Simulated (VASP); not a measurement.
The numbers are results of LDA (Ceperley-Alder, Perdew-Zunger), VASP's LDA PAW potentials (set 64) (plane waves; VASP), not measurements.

The input files of a VASP run:

KPOINTS:
```
Automatic mesh
0
Gamma
7 7 7
0 0 0
```

### INCAR
```
ALGO=Normal
EDIFF=1E-7
ENCUT=530
IBRION=6
ISIF=3
ISMEAR=0
LASPH=T
LCHARG=F
LMAXMIX=4
LREAL=F
LWAVE=F
NELM=100
NFREE=2
NSW=1
POTIM=0.015
PREC=Accurate
SIGMA=0.05
SYSTEM=KBr
```

### POSCAR
```
KBr
6.3795870
  0.0000000000   0.5000000271   0.5000000271
  0.5000000271   0.0000000000   0.5000000271
  0.5000000271   0.5000000271   0.0000000000
K Br
1 1
Cart
  0.0000000000   0.0000000000   0.0000000000
  0.5000000271   0.5000000271   0.5000000271
```

POTCAR, in this order: K_sv Br (LDA.64 set). Program: vasp_std.

The resulting files:

**OUTCAR**
```


   1 f  =    3.915656 THz    24.602790 2PiTHz  130.612215 cm-1    16.193843 meV

   2 f  =    3.915656 THz    24.602790 2PiTHz  130.612215 cm-1    16.193843 meV

   3 f  =    3.915656 THz    24.602790 2PiTHz  130.612215 cm-1    16.193843 meV

   4 f/i=    0.004116 THz     0.025860 2PiTHz    0.137289 cm-1     0.017022 meV

   5 f/i=    0.004116 THz     0.025860 2PiTHz    0.137289 cm-1     0.017022 meV

   6 f/i=    0.004116 THz     0.025860 2PiTHz    0.137289 cm-1     0.017022 meV

 ELASTIC MODULI CONTR FROM IONIC RELAXATION (kBar)
 Direction    XX          YY          ZZ          XY          YZ          ZX
 --------------------------------------------------------------------------------
 XX           0.0000      0.0000      0.0000      0.0000      0.0000      0.0000
 YY           0.0000      0.0000      0.0000      0.0000      0.0000      0.0000
 ZZ           0.0000      0.0000      0.0000      0.0000      0.0000      0.0000
 XY           0.0000      0.0000      0.0000      0.0000      0.0000      0.0000
 YZ           0.0000      0.0000      0.0000      0.0000      0.0000      0.0000
 ZX           0.0000      0.0000      0.0000      0.0000      0.0000      0.0000
 --------------------------------------------------------------------------------

 TOTAL ELASTIC MODULI (kBar)
 Direction    XX          YY          ZZ          XY          YZ          ZX
 --------------------------------------------------------------------------------
 XX         507.1629     51.7154     51.7154     -0.0000      0.0000      0.0000
 YY          51.7154    507.1629     51.7154     -0.0000      0.0000      0.0000
 ZZ          51.7154     51.7154    507.1629      0.0000     -0.0000     -0.0000
 XY          -0.0000     -0.0000      0.0000     50.4196      0.0000     -0.0000
 YZ           0.0000      0.0000     -0.0000      0.0000     50.4196      0.0000
 ZX           0.0000      0.0000     -0.0000     -0.0000      0.0000     50.4196
 --------------------------------------------------------------------------------
```
(Selected blocks of OUTCAR.)

The compound is KBr in the rock salt structure. It was relaxed first, which changed the volume by -10 %.
